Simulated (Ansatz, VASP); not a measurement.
# HfGe in two plane-wave programs, part 2 of 2

Wanted: the spread between two codes on one cell, functional and k mesh. The cell is generated by rule, not measured, and may not be a known phase. The cell is taken from a series of runs on this material, whose earlier steps may have relaxed, scaled, displaced or heated it; both programs get it as it stands.

VASP 6.6.1 and Ansatz 0.2.0.

So far: The starting structure; VASP: zone-centre phonons, PBEsol.

### 2. VASP: zone-centre phonons, PBEsol (continued)

Level of this step: PBEsol; plane waves and PAW (Hf_pv, Ge_d); invented cell (VASP).

Numbers of over 12 decimals in the logs are rounded to 6 here.

From OUTCAR (step 2):

```text
ion  position               nearest neighbor table
   1  0.333  0.667  0.250-   4 2.64   4 2.64   3 2.65   3 2.65   3 2.65   2 3.74   2 3.74   2 3.74
                             2 3.74   2 3.74   2 3.74
   2  0.667  0.333  0.750-   3 2.64   3 2.64   4 2.65   4 2.65   4 2.65   1 3.74   1 3.74   1 3.74
                             1 3.74   1 3.74   1 3.74
   3  0.667  0.333  0.250-   2 2.64   2 2.64   1 2.65   1 2.65   1 2.65
   4  0.333  0.667  0.750-   1 2.64   1 2.64   2 2.65   2 2.65   2 2.65

  LATTYP: Found a hexagonal cell.
 ALAT       =     4.5819897329
 C/A-ratio  =     1.1517743237

 Subroutine GETGRP returns: Found 24 space group operations
 (whereof 12 operations were pure point group operations)

The static configuration has the point symmetry D_3d.
 The point group associated with its full space group is D_6h.

 Found     76 irreducible k-points:

   k-points           NKPTS =     76   k-points in BZ     NKDIM =     76   number of bands    NBANDS=     30

   dimension x,y,z NGX =    36 NGY =   36 NGZ =   40
   dimension x,y,z NGXF=    72 NGYF=   72 NGZF=   80

   ENCUT  =  500.0 eV  36.75 Ry    6.06 a.u.   8.35  8.35  9.62*2*pi/ulx,y,z

   NELECT =      48.0000    total number of electrons

 k-points in reciprocal lattice and weights: Automatic mesh
   0.00000000  0.00000000  0.00000000       0.001
   0.08333333  0.00000000  0.00000000       0.007
   0.16666667 -0.00000000  0.00000000       0.007
   0.25000000  0.00000000  0.00000000       0.007
   0.33333333  0.00000000  0.00000000       0.007
   0.41666667  0.00000000  0.00000000       0.007
   0.50000000  0.00000000  0.00000000       0.003
   0.08333333  0.08333333  0.00000000       0.007
   0.16666667  0.08333333  0.00000000       0.014
[...]
0.33333333  0.25000000  0.50000000       0.014
   0.33333333  0.33333333  0.50000000       0.002

 average (electrostatic) potential at core
       1 -38.5257       2 -38.5257       3 -73.9531       4 -73.9531

  Total       -0.2606924     -0.2606924     -0.2537155     -0.0000000     -0.0000000     -0.0000000
  in kB       -4.3528995     -4.3528995     -4.2364032     -0.0000000     -0.0000000     -0.0000000
  external PRESSURE =      -4.3140674 kB  Pullay stress =       0.0000000 kB

  energy-cutoff  :      500.00
  volume of cell :       95.95
      direct lattice vectors                 reciprocal lattice vectors
     4.581989733 -0.000003063  0.000000000     0.218245881  0.126004124  0.000000000
    -2.290992214  3.968121040  0.000000000     0.000000168  0.252008539  0.000000000
     0.000000000  0.000000000  5.277418126     0.000000000  0.000000000  0.189486597

 POSITION                                       TOTAL-FORCE (eV/Angst)
 -----------------------------------------------------------------------------------
      0.00000      2.64541      1.31935         0.000000      0.000000      0.000000
      2.29100      1.32270      3.95806        -0.000000     -0.000000      0.000000
      2.29100      1.32270      1.31935         0.000000     -0.000000     -0.000000
      0.00000      2.64541      3.95806        -0.000000     -0.000000      0.000000
 -----------------------------------------------------------------------------------
    total drift:                               -0.000000     -0.000000     -0.000000

 Eigenvectors and eigenvalues of the dynamical matrix
 ----------------------------------------------------

   1 f  =    7.657060 THz    48.110728 2PiTHz  255.412036 cm-1    31.667042 meV
             X         Y         Z           dx          dy          dz
      0.000002  2.645413  1.319355    -0.000000   -0.000000   -0.342664
      2.290996  1.322705  3.958064    -0.000000   -0.000000    0.342664
      2.290996  1.322705  1.319355     0.000000    0.000000   -0.618532
      0.000002  2.645413  3.958064     0.000000    0.000000    0.618532

   2 f  =    6.451451 THz    40.535661 2PiTHz  215.197238 cm-1    26.681045 meV
             X         Y         Z           dx          dy          dz
      0.000002  2.645413  1.319355    -0.085504   -0.370756    0.000000
      2.290996  1.322705  3.958064    -0.085504   -0.370756    0.000000
      2.290996  1.322705  1.319355     0.133937    0.580767   -0.000000
      0.000002  2.645413  3.958064     0.133937    0.580767   -0.000000

   3 f  =    6.451451 THz    40.535661 2PiTHz  215.197238 cm-1    26.681045 meV
             X         Y         Z           dx          dy          dz
      0.000002  2.645413  1.319355    -0.370756    0.085504    0.000000
      2.290996  1.322705  3.958064    -0.370756    0.085504    0.000000
      2.290996  1.322705  1.319355     0.580767   -0.133937   -0.000000
      0.000002  2.645413  3.958064     0.580767   -0.133937   -0.000000

   4 f  =    6.426598 THz    40.379504 2PiTHz  214.368221 cm-1    26.578260 meV
             X         Y         Z           dx          dy          dz
      0.000002  2.645413  1.319355     0.000000    0.000000    0.380055
      2.290996  1.322705  3.958064     0.000000    0.000000    0.380055
      2.290996  1.322705  1.319355    -0.000000   -0.000000   -0.596287
      0.000002  2.645413  3.958064    -0.000000   -0.000000   -0.596287

   5 f  =    6.326254 THz    39.749027 2PiTHz  211.021124 cm-1    26.163273 meV
             X         Y         Z           dx          dy          dz
      0.000002  2.645413  1.319355     0.075154    0.325841   -0.000000
      2.290996  1.322705  3.958064    -0.075154   -0.325841   -0.000000
      2.290996  1.322705  1.319355    -0.140025   -0.607102    0.000000
      0.000002  2.645413  3.958064     0.140025    0.607102    0.000000

   6 f  =    6.326254 THz    39.749027 2PiTHz  211.021124 cm-1    26.163273 meV
             X         Y         Z           dx          dy          dz
      0.000002  2.645413  1.319355    -0.325841    0.075154    0.000000
      2.290996  1.322705  3.958064     0.325841   -0.075154    0.000000
      2.290996  1.322705  1.319355     0.607102   -0.140025   -0.000000
      0.000002  2.645413  3.958064    -0.607102    0.140025   -0.000000

   7 f  =    2.523763 THz    15.857269 2PiTHz   84.183666 cm-1    10.437440 meV
             X         Y         Z           dx          dy          dz
      0.000002  2.645413  1.319355     0.139943    0.607121    0.000000
      2.290996  1.322705  3.958064    -0.139943   -0.607121   -0.000000
      2.290996  1.322705  1.319355     0.075110    0.325851   -0.000000
      0.000002  2.645413  3.958064    -0.075110   -0.325851    0.000000

   8 f  =    2.523763 THz    15.857269 2PiTHz   84.183666 cm-1    10.437440 meV
             X         Y         Z           dx          dy          dz
      0.000002  2.645413  1.319355    -0.607121    0.139943    0.000000
      2.290996  1.322705  3.958064     0.607121   -0.139943   -0.000000
      2.290996  1.322705  1.319355    -0.325851    0.075110   -0.000000
      0.000002  2.645413  3.958064     0.325851   -0.075110    0.000000

   9 f  =    2.352653 THz    14.782152 2PiTHz   78.476041 cm-1     9.729785 meV
             X         Y         Z           dx          dy          dz
      0.000002  2.645413  1.319355    -0.000000    0.000000   -0.618532
      2.290996  1.322705  3.958064     0.000000   -0.000000    0.618532
      2.290996  1.322705  1.319355    -0.000000    0.000000    0.342664
      0.000002  2.645413  3.958064     0.000000   -0.000000   -0.342664

  10 f/i=    0.002011 THz     0.012638 2PiTHz    0.067093 cm-1     0.008318 meV
             X         Y         Z           dx          dy          dz
      0.000002  2.645413  1.319355     0.000000   -0.000000    0.596287
      2.290996  1.322705  3.958064     0.000000   -0.000000    0.596287
      2.290996  1.322705  1.319355     0.000000   -0.000000    0.380055
      0.000002  2.645413  3.958064     0.000000   -0.000000    0.380055

  11 f/i=    0.002659 THz     0.016708 2PiTHz    0.088698 cm-1     0.010997 meV
             X         Y         Z           dx          dy          dz
      0.000002  2.645413  1.319355    -0.485979   -0.345042    0.000000
      2.290996  1.322705  3.958064    -0.485979   -0.345042    0.000000
      2.290996  1.322705  1.319355    -0.310244   -0.220271    0.000000
      0.000002  2.645413  3.958064    -0.310244   -0.220271    0.000000

  12 f/i=    0.002659 THz     0.016708 2PiTHz    0.088698 cm-1     0.010997 meV
             X         Y         Z           dx          dy          dz
      0.000002  2.645413  1.319355    -0.345042    0.485979    0.000000
      2.290996  1.322705  3.958064    -0.345042    0.485979    0.000000
      2.290996  1.322705  1.319355    -0.220271    0.310244    0.000000
      0.000002  2.645413  3.958064    -0.220271    0.310244    0.000000

 ELASTIC MODULI CONTR FROM IONIC RELAXATION (kBar)
 Direction    XX          YY          ZZ          XY          YZ          ZX
 --------------------------------------------------------------------------------
 XX        -495.3581    495.3581      0.0000     -0.0000      0.0000     -0.0000
 YY         495.3581   -495.3581     -0.0000     -0.0000     -0.0000      0.0000
 ZZ           0.0000     -0.0000     -0.0000      0.0000     -0.0000      0.0000
 XY          -0.0000     -0.0000      0.0000   -495.3581     -0.0000      0.0000
 YZ           0.0000     -0.0000     -0.0000     -0.0000     -0.0000      0.0000
 ZX          -0.0000      0.0000      0.0000      0.0000      0.0000     -0.0000
 --------------------------------------------------------------------------------
```

### 3. Ansatz: zone-centre phonons, PBEsol

Ansatz runs on norm-conserving files, of PseudoDojo where its log says so.

The same cell, functional, mesh and smearing now go to Ansatz, which takes its cutoff from its data sets.

input.yaml reads:

```yaml
crystal:
  lattice:
    - [4.5819897329, -3.063e-06, 0.0]
    - [-2.2909922138, 3.9681210401, 0.0]
    - [0.0, 0.0, 5.2774181256]
  atoms:
    - { symbol: Hf, position: [0.3333333333, 0.6666666667, 0.25] }
    - { symbol: Hf, position: [0.6666666667, 0.3333333333, 0.75] }
    - { symbol: Ge, position: [0.6666666667, 0.3333333333, 0.25] }
    - { symbol: Ge, position: [0.3333333333, 0.6666666667, 0.75] }
kpoints:
  mp_grid: { grid: [12, 12, 6] }
hamiltonian:
  xc: pbesol
  pseudopotentials: { kind: nc }
scf:
  occupations: { method: methfessel_paxton, width: 0.15 }
output:
  eigenvalues: true
phonons:
  method: dfpt
```

On the command line:

```bash
$ ansatz run input.yaml --threads 4 --pin off --max-ram 7168MiB --backend cpu --events-out ev --progress --plain --runs-dir out
```

Output:

```text
Engine: ansatz 0.2.0, aarch64-unknown-linux-gnu
Pseudopotentials: kind: nc
Pseudopotential: Hf, nc, valence charge 12, recommended cutoff 789.130201 eV (normal), Hf.nc.azcp (PseudoDojo's, or run here from an input of PseudoDojo's: the run reads no file of this project's for it)
Pseudopotential: Ge, nc, valence charge 14, recommended cutoff 1061.244064 eV (normal), Ge.nc.azcp (PseudoDojo's, or run here from an input of PseudoDojo's: the run reads no file of this project's for it)
Functional definition: PBEsol
  exchange = pbesol_x
  correlation = pbesol_c
Crystal: 4 atoms, lattice volume = 95.953 Å³
Basis set: ecut = 1061.244064 eV, 7433 PW (Γ), exchange–correlation on 100×100×120 points (8 copies of the dense FFT grid, shifted against one another)
Bands: 32, of which v1, the nominal top of the filled ones, is band 26 counted from 1 (25 counted from 0)
Symmetry: 24 space group operations
k-points: 242 of 864 (irreducible under 2 space group operations, time reversal used)
Non-local potential: Hf, projectors of the file, l = 0: 2, l = 1: 2, l = 2: 2, l = 3: 2
Non-local potential: Ge, projectors of the file, l = 0: 2, l = 1: 2, l = 2: 2
Initial density: superposition of atomic densities (chi_scale 0.1, normalization cell, long waves kept (reshape's long-wave potential 0.00 eV rms))
Initial wavefunctions: pseudopotential atomic-orbital guess
Functional: x = pbesol(κ = 0.804, μ = 0.123457), c = pbesol(β = 0.046)
SCF iter   1: F=—  HF=-7924.596298 eV  |F-HF|=—  |Δ(HF+E_count)|=         —  Δρ=4.79e-2  dr2=1.76e0  ethr=3.10e-3  ⟨swp⟩=6.4  Hψ=34962  notcnv=0
preconditioner: auto → Kerker (q_TF=auto, 2.463 Å⁻¹)  [metal: Δε(μ)=0.094 eV  Ē_g=16.129 eV  σ=0.150 eV  W_gap=0.47  n_scr=22 (ndim 8)  ℏωp=22.7 eV  f_vac=0.001  D(μ)=0.55/eV (n_scr^D=0)]
SCF iter   2: F=—  HF=-7924.128368 eV  |F-HF|=—  |Δ(HF+E_count)|=   4.68e-1  S|Δr|=    0.00e0  Δρ=2.71e-2  dr2=7.09e-1  ethr=3.10e-3  ⟨swp⟩=1.5  Hψ=10438  notcnv=0  defer=40
SCF iter   3: F=—  HF=-7923.953651 eV  |F-HF|=—  |Δ(HF+E_count)|=   1.75e-1  S|Δr|=    0.00e0  Δρ=9.55e-3  dr2=8.46e-2  ethr=1.36e-3  ⟨swp⟩=2.0  Hψ=12854  notcnv=0  defer=105
SCF iter   4: F=—  HF=-7923.945785 eV  |F-HF|=—  |Δ(HF+E_count)|=   7.87e-3  S|Δr|=    0.00e0  Δρ=9.88e-3  dr2=4.12e-2  ethr=1.63e-4  ⟨swp⟩=3.0  Hψ=14096  notcnv=0  defer=105
SCF iter   5: F=—  HF=-7923.927685 eV  |F-HF|=—  |Δ(HF+E_count)|=   1.81e-2  S|Δr|=    0.00e0  Δρ=9.76e-4  dr2=1.97e-3  ethr=7.93e-5  ⟨swp⟩=2.2  Hψ=12351  notcnv=0  defer=148
SCF iter   6: F=—  HF=-7923.927662 eV  |F-HF|=—  |Δ(HF+E_count)|=   2.31e-5  S|Δr|=    0.00e0  Δρ=3.57e-4  dr2=1.62e-4  ethr=3.78e-6  ⟨swp⟩=2.5  Hψ=13917  notcnv=0  defer=267
SCF iter   7: F=—  HF=-7923.927707 eV  |F-HF|=—  |Δ(HF+E_count)|=   4.50e-5  S|Δr|=    0.00e0  Δρ=6.90e-5  dr2=4.72e-6  ethr=3.11e-7  ⟨swp⟩=2.4  Hψ=12399  notcnv=0  defer=267
SCF iter   8: F=—  HF=-7923.927614 eV  |F-HF|=—  |Δ(HF+E_count)|=   9.31e-5  S|Δr|=    0.00e0  Δρ=1.43e-5  dr2=1.32e-7  ethr=9.08e-9  ⟨swp⟩=2.7  Hψ=14481  notcnv=0  defer=341
SCF iter   9: F=—  HF=-7923.927614 eV  |F-HF|=—  |Δ(HF+E_count)|=   1.48e-8  S|Δr|=    0.00e0  Δρ=2.62e-6  dr2=6.64e-9  ethr=2.54e-10  ⟨swp⟩=2.9  Hψ=15215  notcnv=0  defer=341
SCF iter  10: F=—  HF=-7923.927614 eV  |F-HF|=—  |Δ(HF+E_count)|=   2.01e-9  S|Δr|=    0.00e0  Δρ=8.86e-7  dr2=5.17e-10  ethr=1.28e-11  ⟨swp⟩=2.6  Hψ=13508  notcnv=0  defer=341
SCF iter  11: F=—  HF=-7923.927614 eV  |F-HF|=—  |Δ(HF+E_count)|=  2.14e-10  S|Δr|=    0.00e0  Δρ=1.13e-7  dr2=1.06e-11  ethr=1.00e-12  ⟨swp⟩=2.2  Hψ=12364  notcnv=0  defer=341
SCF iter  12: F=-7923.927614 eV  HF=-7923.927614 eV  |F-HF|=9.09e-13  |Δ(HF+E_count)|=  1.36e-11  S|Δr|=    0.00e0  Δρ=2.60e-8  dr2=3.73e-13  ethr=1.00e-12  ⟨swp⟩=15.1  Hψ=48177  notcnv=0
SCF 1 converged in 12 iterations: F = -7923.927614 eV  dr2 = 3.73e-13
DFPT response loops at Γ: preconditioner auto → Kerker (q_TF=auto, 2.463 Å⁻¹) (partly filled bands, converged f_vac=0.037); β = 1.00, the filter's whole step (`scf.mixing.beta` (0.50) is not read by the response loops under this deck's `scf.mixing.preconditioner`; to damp them name `kerker` or `kerker_dos`, under which they read `scf.mixing.beta`, and type it under 1.00, their step now; both keys bind the ground state too); Broyden in place of MSR1
the run's response loops start from zero, take more passes and end by a threshold: the memory limit or budget leaves too little room for the subspace of the ground state's own states beside the solves, or none could be made (phonons.method)
SCF converged after 12 iterations
Stability not checked: this state was not tested for a lower state beside it, because cold or Methfessel-Paxton smearing, or corrected tetrahedra, fill the levels in a way that the test cannot read (fill_not_monotonic; see scf.lower_state_search)
Free energy (F): -7923.927614 eV
Harris-Foulkes:  -7923.927614 eV  (|F-HF|=9.09e-13)
Internal energy: -7923.927035 eV  (E = F + TS)
E sigma→0 (E₀):  -7923.927469 eV
Entropy (-TS):   -0.000578 eV (-0.145 meV/atom)
Fermi energy:    10.373869 eV
--- Per-component energies (eV) ---
  E_band       = -601.716673
  E_kinetic    = 4424.685901
  E_local      = -5564.842440  (includes V_loc(G=0)·N_el)
  E_nonlocal   = -2415.425566
  E_hartree    = 2119.463683
  E_xc         = -1945.580067
  E_vxc        = -1285.061898  (∫ρ·V_xc dr)
  E_ewald      = -4542.228547
  E_smearing   = -0.000578  (= −TS)
  E_closure    = -0.000000  (closes the sum)
  Σ components = -7923.927614   (vs F -7923.927614, Δ=0.00e0)
--- Band table (eV; the first three rows and the last of 242) ---
  k-point 0: bands = [... 22 lower, 8.4991, 8.8073, 8.8073, 10.8353, 10.8353, 11.8321, 13.2464, 13.2549, ... 2 higher]
  k-point 1: bands = [... 22 lower, 8.4239, 8.6303, 8.6303, 10.8722, 11.2193, 11.2193, 12.9108, 13.4272, ... 2 higher]
  k-point 2: bands = [... 22 lower, 8.2877, 8.3644, 8.3644, 9.1948, 12.0653, 12.0653, 13.2066, 13.5539, ... 2 higher]
  k-point 241: bands = [... 22 lower, 8.4388, 8.4388, 9.2364, 9.2364, 11.5176, 11.5176, 12.9414, 12.9414, ... 2 higher]
--- Phonons (Γ-DFPT): 4 representative perturbations + reference, on 242 of 864 k-points (Σ response iterations 32) ---
  k mesh reduced under 2 symmetry operations, with k and −k counted as one. Each operation leaves every solved perturbation unchanged. A smaller set is not used because it would not reduce the number of displacements times k-points to solve
  ASR residual: 4.513e-4 → 0.000e0 eV/Å²; symmetrization residual: 4.133e-4 eV/Å²
  ASR residual per site (eV/Å²): 1.11e-4 1.11e-4 4.51e-4 4.51e-4
  Γ frequencies (cm⁻¹): 0.00 0.00 0.00 78.18 84.06 84.06 211.09 211.09 213.77 215.27 215.27 255.29
  non-analytic LO–TO correction: not included (Born effective charges unavailable; polar crystals: no LO–TO splitting at Γ)
```

### 4. Side by side

Known differences besides the potentials themselves: the data sets hold 52 valence electrons in Ansatz (on norm-conserving files, of PseudoDojo where its log says so) and 48 in VASP; the cutoff is 1061.24 eV in Ansatz and 500 eV in VASP. Total energies have different zeros and are not compared.

Both answers:

| quantity | Ansatz | VASP | difference |
| --- | --- | --- | --- |
| optical mode 1 (cm⁻¹) | 78.2 | 78.5 | -0.38 % |
| optical mode 2 to 3 (cm⁻¹) | 84.1 | 84.2 | -0.15 % |
| optical mode 4 to 5 (cm⁻¹) | 211.1 | 211.0 | +0.03 % |
| optical mode 6 (cm⁻¹) | 213.8 | 214.4 | -0.28 % |
| optical mode 7 to 8 (cm⁻¹) | 215.3 | 215.2 | +0.03 % |
| optical mode 9 (cm⁻¹) | 255.3 | 255.4 | -0.05 % |

Modes are paired by rising frequency, not by their patterns, so a pair may set unlike modes beside each other; they are those without the splitting of longitudinal modes.

### 5. What came out

```
r.m.s. difference of the optical zone-centre modes, each program's sorted by frequency (zone-centre phonons, PBEsol) : 0.24 cm⁻¹
```

What this shows: The r.m.s. difference of the optical zone-centre modes, each program's sorted by frequency is 0.24 cm⁻¹ (zone-centre phonons, PBEsol). The data sets hold unlike numbers of valence electrons (52 in Ansatz and 48 in VASP), so part of the differences may come from the potentials. How closely two codes agree says nothing of how well the functional describes the real material.

[Lines on the potential files, build, host, timing and source positions are cut from VASP's logs without a mark.]

[Logs are printed without paths, hosts, clocks, repeated set-up lines and the standing remarks that a program may print on its own settings, such as how far it seeks lower states.]

[Hosts, paths, dates, database ids (printed as entryN), source tags and the programs' standing remarks are cut or masked in the printed files.]
